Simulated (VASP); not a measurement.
Computed with MS2 meta-GGA, VASP's PBE PAW potentials (set 64) (plane waves; VASP 6.6.1).

VASP ran on this input.

**INCAR**
```
# general
SYSTEM =V
PREC   =Accurate
ENCUT  =520
LREAL  =.False.
LASPH  =.True.

# electronic loop
EDIFF  =1E-6
NELM   =100
ALGO   =Normal
LMAXMIX=4
LMIXTAU=.True.

# smearing
ISMEAR =1
SIGMA  =0.1

# functional
METAGGA=MS2

# ions
IBRION =2
NSW    =60
ISIF   =3
EDIFFG =-0.01

# output
LWAVE  =.False.
LCHARG =.False.
```

File POSCAR:
```
V
1
   -1.4884582043     1.4884582043     1.4884582043
    1.4884582043    -1.4884582043     1.4884582043
    1.4884582043     1.4884582043    -1.4884582043
V
1
Direct
  0.0000000000   0.0000000000   0.0000000000
```

File KPOINTS:
```
Automatic mesh
0
Gamma
15 15 15
0 0 0
```

POTCAR, in this order: V_sv (PBE.64 set). Program: vasp_std.

The resulting files:

**OSZICAR**
```
       N       E                     dE             d eps       ncg     rms          rms(c)
DAV:   1     0.730300983243E+02    0.73030E+02   -0.71249E+03  2408   0.137E+03
DAV:   2    -0.197811163119E+02   -0.92811E+02   -0.90969E+02  2440   0.364E+02
DAV:   3    -0.211193772899E+02   -0.13383E+01   -0.13121E+01  2620   0.505E+01
DAV:   4    -0.211298930127E+02   -0.10516E-01   -0.10513E-01  2438   0.472E+00
DAV:   5    -0.211300403474E+02   -0.14733E-03   -0.14734E-03  2534   0.559E-01    0.255E+01
DAV:   6    -0.148208636047E+02    0.63092E+01   -0.27538E+01  2408   0.769E+01    0.640E+00
DAV:   7    -0.133066709030E+02    0.15142E+01   -0.54634E+00  2400   0.411E+01    0.422E+00
DAV:   8    -0.133831096381E+02   -0.76439E-01   -0.28670E-01  2400   0.782E+00    0.946E-01
DAV:   9    -0.134099463752E+02   -0.26837E-01   -0.60239E-02  2436   0.438E+00    0.590E-01
DAV:  10    -0.133816664781E+02    0.28280E-01   -0.60960E-02  2400   0.462E+00    0.250E-01
DAV:  11    -0.133811075540E+02    0.55892E-03   -0.29039E-03  2404   0.824E-01    0.374E-01
DAV:  12    -0.133804002464E+02    0.70731E-03   -0.14986E-03  2400   0.580E-01    0.175E-01
DAV:  13    -0.133794990997E+02    0.90115E-03   -0.22763E-03  2400   0.869E-01    0.690E-02
DAV:  14    -0.133794640501E+02    0.35050E-04   -0.25145E-05  2418   0.751E-02    0.597E-02
DAV:  15    -0.133794482138E+02    0.15836E-04   -0.13116E-05  2412   0.610E-02    0.371E-02
DAV:  16    -0.133794066413E+02    0.41573E-04   -0.27719E-05  2400   0.876E-02    0.352E-03
DAV:  17    -0.133794051676E+02    0.14737E-05   -0.19584E-07  1220   0.786E-03    0.258E-03
DAV:  18    -0.133794046674E+02    0.50019E-06   -0.14918E-08  1200   0.209E-03
   1 F= -.13379405E+02 E0= -.13379591E+02  d E =-.133794E+02
```

OUTCAR:
```
------------------------ aborting loop because EDIFF is reached ----------------------------------------
  FORCE on cell =-STRESS in cart. coord.  units (eV):
  Direction    XX          YY          ZZ          XY          YZ          ZX
  --------------------------------------------------------------------------------------
  Total       -0.0015687     -0.0015687     -0.0015687      0.0000000     -0.0000000      0.0000000
  in kB       -0.1905340     -0.1905340     -0.1905340      0.0000000     -0.0000000      0.0000000
  external PRESSURE =      -0.1905340 kB  Pullay stress =       0.0000000 kB
  volume of cell :       13.19
      direct lattice vectors                 reciprocal lattice vectors
    -1.488458204  1.488458204  1.488458204     0.000000000  0.335918065  0.335918065
     1.488458204 -1.488458204  1.488458204     0.335918065  0.000000000  0.335918065
     1.488458204  1.488458204 -1.488458204     0.335918065  0.335918065  0.000000000
 POSITION                                       TOTAL-FORCE (eV/Angst)
 -----------------------------------------------------------------------------------
      0.00000      0.00000      0.00000         0.000000      0.000000      0.000000
 -----------------------------------------------------------------------------------
    total drift:                                0.000000     -0.000000      0.000000
  FREE ENERGIE OF THE ION-ELECTRON SYSTEM (eV)
  ---------------------------------------------------
  free  energy   TOTEN  =       -13.3794046674 eV

  energy  without entropy=      -13.3799626658  energy(sigma->0) =      -13.37959067

 reached required accuracy - stopping structural energy minimisation
```
(Selected blocks of OUTCAR.)

The compound is V in the bcc structure. It was relaxed first, which changed the volume by -5 %. The start is the result of an earlier pass. The run is not spin-polarised, so no magnetic state was tried.
